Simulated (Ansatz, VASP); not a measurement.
**Si3N4 (Si3N4 (P6_3/m)) in two plane-wave programs**

Wanted: the spread between two codes on one cell, functional and k mesh. Of the first pair: The cell is taken from a series of runs on this material, whose earlier steps may have relaxed, scaled, displaced or heated it; both programs get it as it stands.

Calculated with Ansatz 0.2.0; plane waves, with VASP 6.6.1 beside it; single point at r2SCAN and single point at PBEsol.

## (1) Starting point

It takes space group P6_3/m (No. 176, hexagonal). Conventional cell: a = 7.624 Å, b = 7.624 Å, c = 2.910 Å, α = 90.00°, β = 90.00°, γ = 120.00°. Nearest to Si lie 4 N at 1.73 to 1.74 Å. N has 3 Si at 1.73 Å nearest. Nearest to N lie 3 Si at 1.74 Å. Farther neighbours and most contacts between anions are not listed.

As a file:

```cif
data_structure
_symmetry_space_group_name_H-M 'P 1'
_symmetry_Int_Tables_number 1
_cell_length_a 7.6245
_cell_length_b 7.6245
_cell_length_c 2.9103
_cell_angle_alpha 90.000
_cell_angle_beta 90.000
_cell_angle_gamma 120.000
_cell_volume 146.51
loop_
_atom_site_label
_atom_site_type_symbol
_atom_site_fract_x
_atom_site_fract_y
_atom_site_fract_z
_atom_site_occupancy
Si1 Si 0.23245 0.82606 0.75000 1
Si2 Si 0.40639 0.23245 0.25000 1
Si3 Si 0.82606 0.59361 0.25000 1
Si4 Si 0.17394 0.40639 0.75000 1
Si5 Si 0.59361 0.76755 0.75000 1
Si6 Si 0.76755 0.17394 0.25000 1
N7 N 0.33333 0.66667 0.75000 1
N8 N 0.66667 0.33333 0.25000 1
N9 N 0.97038 0.66999 0.75000 1
N10 N 0.30039 0.97038 0.25000 1
N11 N 0.66999 0.69961 0.25000 1
N12 N 0.33001 0.30039 0.75000 1
N13 N 0.02962 0.33001 0.25000 1
N14 N 0.69961 0.02962 0.75000 1
```

## (2) Ansatz: single point, r2SCAN

Ansatz runs on its PAW soft_1 files.

With cell and atoms fixed, the geometry can't cause a difference; cores, projectors, grids and the points listed under the comparison can.

input.yaml reads:

```yaml
crystal:
  lattice:
    - [7.6244572548, 0.0, 0.0]
    - [-3.8122286274, 6.6029736727, 0.0]
    - [0.0, 0.0, 2.9102557759]
  atoms:
    - { symbol: Si, position: [0.2324454799, 0.8260559098, 0.7500000002] }
    - { symbol: Si, position: [0.4063895699, 0.2324454799, 0.2500000001] }
    - { symbol: Si, position: [0.8260559098, 0.5936104298, 0.2500000001] }
    - { symbol: Si, position: [0.1739440899, 0.4063895699, 0.7500000002] }
    - { symbol: Si, position: [0.5936104298, 0.7675545198, 0.7500000002] }
    - { symbol: Si, position: [0.7675545198, 0.1739440899, 0.2500000001] }
    - { symbol: "N", position: [0.3333333332, 0.6666666665, 0.7500000002] }
    - { symbol: "N", position: [0.6666666665, 0.3333333332, 0.2500000001] }
    - { symbol: "N", position: [0.9703841164, 0.6699911731, 0.7500000002] }
    - { symbol: "N", position: [0.3003929432, 0.9703841164, 0.2500000001] }
    - { symbol: "N", position: [0.6699911731, 0.6996070565, 0.2500000001] }
    - { symbol: "N", position: [0.3300088266, 0.3003929432, 0.7500000002] }
    - { symbol: "N", position: [0.0296158833, 0.3300088266, 0.2500000001] }
    - { symbol: "N", position: [0.6996070565, 0.0296158833, 0.7500000002] }
basis:
  ecutwfc: 500.0
  ecutrho_ratio: 4
  xc_grid: 2
  fft_grid_basis: typed
  precision: f64
hamiltonian:
  xc: r2scan
  pseudopotentials:
    kind: paw
    azcp:
      folder: soft_1
      "N": "soft_1/N.paw.azcp"
      Si: "soft_1/Si.paw.azcp"
scf:
  max_iter: 100
  self_checks: high
  occupations: { method: fermi_dirac, width: 0.01 }
kpoints:
  mp_grid: { grid: [4, 4, 9] }
  band_path: { path: [VBM, CBM], npoints: 1 }
checkpoint:
  write: "../edges.r2scan.run"
  compress: false
  write_wavefunctions: true
  write_every: 100000
```

Command:

```sh
ansatz run input.yaml --threads 4 --pin off --max-ram 15073MiB --backend cpu --events-out ev --progress --plain --runs-dir out
```

Numbers of over 12 decimals in the logs are rounded to 6 here.

The log of the run:

```text
Engine: ansatz 0.2.0, aarch64-unknown-linux-gnu
Pseudopotentials: kind: paw
Pseudopotential: Si, paw, valence charge 4, recommended cutoff 500 eV (meta_gga), soft_1/Si.paw.azcp
Pseudopotential: N, paw, valence charge 5, recommended cutoff 500 eV (meta_gga), soft_1/N.paw.azcp
Functional definition: r2SCAN
  parameter k0 = 0.174
  parameter k1 = 0.065
  parameter a1 = 4.9479
  exchange = r2scan_x(k0 = k0, k1 = k1, a1 = a1)
  correlation = r2scan_c
Crystal: 14 atoms, lattice volume = 146.514 Å³
Basis set: ecut = 500 eV, 3731 PW (Γ), exchange–correlation on 120×120×48 points (8 copies of the dense FFT grid, shifted against one another)
Bands: 46, of which v1, the nominal top of the filled ones, is band 32 counted from 1 (31 counted from 0)
Symmetry: 12 space group operations
Space group: P63/m (ITA 176), of the structure as read, at distance tolerance 5.3e-5 Å
k-points: 20 of 144
Non-local potential: Si, projectors of the file, l = 0: 2, l = 1: 2, l = 2: 1
Non-local potential: N, projectors of the file, l = 0: 2, l = 1: 2, l = 2: 1
PAW form: soft (Blöchl's): semilocal exchange-correlation on the pseudo side does not see the compensation charge
PAW frozen core: Si, regenerated for the run's functional (the file was generated under x = pbe(κ = 0.804, μ = 0.219515), c = pbe(β = 0.066725))
PAW frozen core: N, regenerated for the run's functional (the file was generated under x = pbe(κ = 0.804, μ = 0.219515), c = pbe(β = 0.066725))
PAW one-centre angular grid: Si, 302 points (default); XC on 160 Gauss nodes
PAW one-centre angular grid: N, 302 points (default); XC on 160 Gauss nodes
Initial density: superposition of atomic densities (chi_scale 0.1, normalization cell, long waves kept (reshape's long-wave potential 0.02 eV rms))
Initial wavefunctions: pseudopotential atomic-orbital guess
Functional: x = r2scan, c = r2scan; τ floored in thin density (d = 2e-4 eV/Å³)
SCF iter   1: F=—  HF=-6939.174218 eV  |F-HF|=—  |Δ(HF+E_count)|=         —  Δρ=1.50e-1  dr2=3.49e1  dr2_τ=4.67e0  ethr=3.10e-3  ⟨swp⟩=6.8  Hψ=4423  notcnv=0  defer=21
preconditioner: auto → Resta (q_TF=auto, 2.377 Å⁻¹)  ε∞=3.2  [insulator: Δε(μ)=6.225 eV  Ē_g=16.376 eV  σ=0.010 eV  W_gap=1.00  n_scr=32 (ndim 8)  ℏωp=24.5 eV  f_vac=0.010  D(μ)=0.00/eV (n_scr^D=0)  ε∞_Penn≈3.2]
SCF iter   2: F=—  HF=-6930.113649 eV  |F-HF|=—  |Δ(HF+E_count)|=    9.06e0  Δρ=5.17e-2  dr2=2.54e0  dr2_τ=6.94e-1  ethr=3.10e-3  ⟨swp⟩=3.9  Hψ=2469  notcnv=0  defer=163
SCF iter   3: F=—  HF=-6930.735057 eV  |F-HF|=—  |Δ(HF+E_count)|=   6.21e-1  Δρ=2.47e-2  dr2=5.09e-1  dr2_τ=2.65e-2  ethr=3.10e-3  ⟨swp⟩=3.1  Hψ=1438  notcnv=0  defer=163
SCF iter   4: F=—  HF=-6930.829636 eV  |F-HF|=—  |Δ(HF+E_count)|=   9.46e-2  Δρ=2.19e-3  dr2=5.57e-3  dr2_τ=6.53e-4  ethr=7.95e-4  ⟨swp⟩=3.7  Hψ=1547  notcnv=0  defer=163
SCF iter   5: F=—  HF=-6930.830992 eV  |F-HF|=—  |Δ(HF+E_count)|=   1.36e-3  Δρ=9.72e-4  dr2=1.43e-3  dr2_τ=1.97e-4  ethr=8.70e-6  ⟨swp⟩=3.0  Hψ=1488  notcnv=0  defer=163
SCF iter   6: F=—  HF=-6930.830875 eV  |F-HF|=—  |Δ(HF+E_count)|=   1.17e-4  Δρ=2.39e-4  dr2=1.13e-4  dr2_τ=8.60e-6  ethr=2.23e-6  ⟨swp⟩=2.0  Hψ=1478  notcnv=0  defer=163
SCF iter   7: F=—  HF=-6930.830908 eV  |F-HF|=—  |Δ(HF+E_count)|=   3.28e-5  Δρ=4.78e-5  dr2=4.48e-6  dr2_τ=1.31e-7  ethr=1.76e-7  ⟨swp⟩=2.0  Hψ=1409  notcnv=0  defer=163
SCF iter   8: F=—  HF=-6930.830913 eV  |F-HF|=—  |Δ(HF+E_count)|=   4.68e-6  Δρ=1.25e-5  dr2=1.76e-7  dr2_τ=1.40e-8  ethr=7.00e-9  ⟨swp⟩=2.2  Hψ=1471  notcnv=0  defer=163
SCF iter   9: F=-6930.830913 eV  HF=-6930.830913 eV  |F-HF|=5.00e-10  |Δ(HF+E_count)|=   6.47e-8  Δρ=1.01e-6  dr2=1.91e-9  dr2_τ=1.43e-10  ethr=1.56e-10  ⟨swp⟩=15.2  Hψ=4700  notcnv=0
SCF 1 converged in 9 iterations: F = -6930.830913 eV  dr2 = 1.91e-9
  greatest PAW one-centre occupation: 0.802 electrons in one spin orbital (limit 2), on the N atom at site 7 (counted from 0), in its partial waves of l = 0
NSCF: frozen V_eff on 32 k-points
NSCF: frozen V_eff on 32 k-points
[...]
SCF converged after 9 iterations
Free energy (F): -6930.830913 eV
Harris-Foulkes:  -6930.830913 eV  (|F-HF|=5.00e-10)
Internal energy: -6930.830913 eV  (E = F + TS)
E sigma→0 (E₀):  -6930.830913 eV
Fermi energy:    10.441886 eV
--- Per-component energies (eV) ---
  E_band       = 24.699781
  E_kinetic    = 1338.716880
  E_local      = -2036.229461  (includes V_loc(G=0)·N_el)
  E_nonlocal   = 396.321979
  E_hartree    = 725.699791
  E_xc         = -803.281858
  E_vxc        = -995.787036  (∫ρ·V_xc dr)
  E_paw        = -4152.347835  (= ΣΔE_a)
  E_vpaw       = -182.946641  (= ΣTr[D̂ρ^β])
  E_aug_tail   = 0.000019  (compensation charges beyond the density's cutoff)
  E_vtau       = 53.224908  (kinetic-family band-sum trace: ∫τ·v_τ [+ j·A + Jᵃ·Aᵃ] dr)
  E_ewald      = -2399.015311
  E_core_change = -0.695117  (= ΣΔE_core)
  E_smearing   = -0.000000  (= −TS)
  E_closure    = 0.000000  (closes the sum)
  Σ components = -6930.830913   (vs F -6930.830913, Δ=0.00e0)
--- Band table (eV; the first three rows and the last of 20) ---
  k-point 0: bands = [... 28 lower, 6.6544, 7.4820, 7.5604, 7.7501, 12.9396, 13.1534, 13.5063, 13.5063, ... 10 higher]
  k-point 1: bands = [... 28 lower, 6.6818, 6.9668, 7.1181, 7.9320, 13.6493, 13.8722, 14.2208, 14.2208, ... 10 higher]
  k-point 2: bands = [... 28 lower, 6.4808, 6.6458, 6.6458, 7.9282, 14.4908, 14.4908, 14.6686, 15.3808, ... 10 higher]
  k-point 19: bands = [... 28 lower, 6.3885, 6.5415, 6.7589, 6.9716, 13.4333, 13.6245, 14.1540, 14.3469, ... 10 higher]
```

The column dr2 measures how far the density is from self-consistency, as an energy; F and HF (Harris–Foulkes) agree once it is small.

(Part 1 of 4 ends here.)

[Lines on the potential files, build, host, timing and source positions are cut from VASP's logs without a mark.]

[Logs are printed without paths, hosts, clocks, repeated set-up lines and the standing remarks that a program may print on its own settings, such as how far it seeks lower states.]

[Hosts, paths, dates, database ids (printed as entryN), source tags and the programs' standing remarks are cut or masked in the printed files.]
